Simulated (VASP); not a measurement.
Calculation: PBE GGA, VASP's PBE PAW potentials (set 64) (plane waves; VASP).

The input files of a VASP run:

**KPOINTS**
```
Automatic mesh
0
Gamma
4 4 4
0 0 0
```

File POSCAR:
```
MnAl2
1
   -2.9249360000     2.9249360000     2.3535080000
    2.9249360000    -2.9249360000     2.3535080000
    2.9249360000     2.9249360000    -2.3535080000
Al Mn
4 2
Direct
  0.1580000000   0.6580000000   0.8160000000
  0.3420000000   0.1580000000   0.5000000000
  0.6580000000   0.8420000000   0.5000000000
  0.8420000000   0.3420000000   0.1840000000
  0.7500000000   0.7500000000   0.0000000000
  0.2500000000   0.2500000000   0.0000000000
```

**INCAR**
```
SYSTEM = MnAl2
PREC = Accurate
ENCUT = 300
EDIFF = 1E-6
NELM = 100
ALGO = Normal
LREAL = .FALSE.
LASPH = .TRUE.
ISMEAR = -1
SIGMA = 0.1
GGA = PE
LMAXMIX = 4
LWAVE = .FALSE.
LCHARG = .FALSE.
ISIF = 2
ISPIN = 2
MAGMOM = 0.0 0.0 0.0 0.0 4.0 4.0
LORBIT = 11
```

POTCAR, in this order: Al Mn_pv (PBE.64 set). Program: vasp_std.

The resulting files:

### OSZICAR
```
       N       E                     dE             d eps       ncg     rms          rms(c)
DAV:   1     0.223512104393E+03    0.22351E+03   -0.15511E+04  1628   0.994E+02
DAV:   2    -0.225285502523E+02   -0.24604E+03   -0.23737E+03  1425   0.307E+02
DAV:   3    -0.342874533275E+02   -0.11759E+02   -0.11322E+02  1666   0.744E+01
DAV:   4    -0.344726203137E+02   -0.18517E+00   -0.18436E+00  1599   0.919E+00
DAV:   5    -0.344758709192E+02   -0.32506E-02   -0.32501E-02  1605   0.137E+00    0.271E+01
DAV:   6    -0.426525811361E+02   -0.81767E+01   -0.89985E+01  1609   0.743E+01    0.322E+01
DAV:   7    -0.334881919268E+02    0.91644E+01   -0.65145E+01  1623   0.601E+01    0.773E+00
DAV:   8    -0.334089551618E+02    0.79237E-01   -0.23765E+00  1528   0.111E+01    0.373E+00
DAV:   9    -0.334044554510E+02    0.44997E-02   -0.18267E-01  1616   0.297E+00    0.191E+00
DAV:  10    -0.334038752187E+02    0.58023E-03   -0.46492E-02  1636   0.151E+00    0.723E-01
DAV:  11    -0.334054501457E+02   -0.15749E-02   -0.71724E-03  1481   0.592E-01    0.341E-01
DAV:  12    -0.334061159074E+02   -0.66576E-03   -0.23438E-03  1556   0.303E-01    0.135E-01
DAV:  13    -0.334063624146E+02   -0.24651E-03   -0.36369E-04  1608   0.106E-01    0.985E-02
DAV:  14    -0.334065086755E+02   -0.14626E-03   -0.30580E-04  1602   0.100E-01    0.743E-02
DAV:  15    -0.334066398521E+02   -0.13118E-03   -0.64620E-04  1610   0.159E-01    0.409E-02
DAV:  16    -0.334067029814E+02   -0.63129E-04   -0.18295E-04  1659   0.761E-02    0.288E-02
DAV:  17    -0.334067331310E+02   -0.30150E-04   -0.30140E-04  1596   0.106E-01    0.165E-02
DAV:  18    -0.334067492851E+02   -0.16154E-04   -0.91619E-05  1651   0.544E-02    0.903E-03
DAV:  19    -0.334067566080E+02   -0.73229E-05   -0.11668E-05  1623   0.195E-02    0.410E-03
DAV:  20    -0.334067585411E+02   -0.19331E-05   -0.17664E-06   897   0.758E-03    0.195E-03
DAV:  21    -0.334067592666E+02   -0.72553E-06   -0.30855E-07   774   0.316E-03
   1 F= -.33406759E+02 E0= -.33318962E+02  d E =-.175595E+00  mag=     0.5287
```

File OUTCAR:
```
------------------------ aborting loop because EDIFF is reached ----------------------------------------
  FORCE on cell =-STRESS in cart. coord.  units (eV):
  Direction    XX          YY          ZZ          XY          YZ          ZX
  --------------------------------------------------------------------------------------
  Total        5.9309991      5.9309991      2.3299437      0.0000000      0.0000000      0.0000000
  in kB      117.9858792    117.9858792     46.3497712      0.0000000      0.0000000      0.0000000
  external PRESSURE =      94.1071765 kB  Pullay stress =       0.0000000 kB
  volume of cell :       80.54
      direct lattice vectors                 reciprocal lattice vectors
    -2.924936000  2.924936000  2.353508000     0.000000000  0.170943911  0.212448821
     2.924936000 -2.924936000  2.353508000     0.170943911  0.000000000  0.212448821
     2.924936000  2.924936000 -2.353508000     0.170943911  0.170943911  0.000000000
 POSITION                                       TOTAL-FORCE (eV/Angst)
 -----------------------------------------------------------------------------------
      3.84922      0.92428      0.00000         0.599768      0.599768      0.000000
      0.92428      2.00066      0.00000         0.599768     -0.599768     -0.000000
      2.00066      0.92428      2.35351        -0.599768      0.599768      0.000000
     -0.92428      2.00066      2.35351        -0.599768     -0.599768     -0.000000
      0.00000      0.00000      3.53026        -0.000000      0.000000      0.000000
      0.00000      0.00000      1.17675        -0.000000     -0.000000      0.000000
 -----------------------------------------------------------------------------------
    total drift:                               -0.000000     -0.000000      0.000000
  FREE ENERGIE OF THE ION-ELECTRON SYSTEM (eV)
  ---------------------------------------------------
  free  energy   TOTEN  =       -33.4067592666 eV

  energy  without entropy=      -33.2311640709  energy(sigma->0) =      -33.31896167

 total charge

# of ion       s       p       d       tot
------------------------------------------
    1        0.432   0.400   0.000   0.832
    2        0.432   0.400   0.000   0.832
    3        0.432   0.400   0.000   0.832
    4        0.432   0.400   0.000   0.832
    5        0.402   6.389   5.279  12.069
    6        0.402   6.389   5.279  12.069
--------------------------------------------------
tot          2.531  14.378  10.557  27.467

 magnetization (x)

# of ion       s       p       d       tot
------------------------------------------
    1       -0.002   0.001   0.000  -0.001
    2       -0.002   0.001   0.000  -0.001
    3       -0.002   0.001   0.000  -0.001
    4       -0.002   0.001   0.000  -0.001
    5        0.003   0.003   0.241   0.247
    6        0.003   0.003   0.241   0.247
--------------------------------------------------
tot          0.001   0.009   0.481   0.491
```
(Selected blocks of OUTCAR.)

At this cut-off the stress carries a Pulay error, which pulls relaxed volumes low. The moments were started parallel, and other spin orders were not tried in this run.

The structure was generated: MnAl2 was put into an ordered model structure, which need not be its known phase. The cell was not relaxed at this level. The k-mesh is coarse (spacing up to 0.43 per Å, 2π included), so the numbers may not be converged in it.
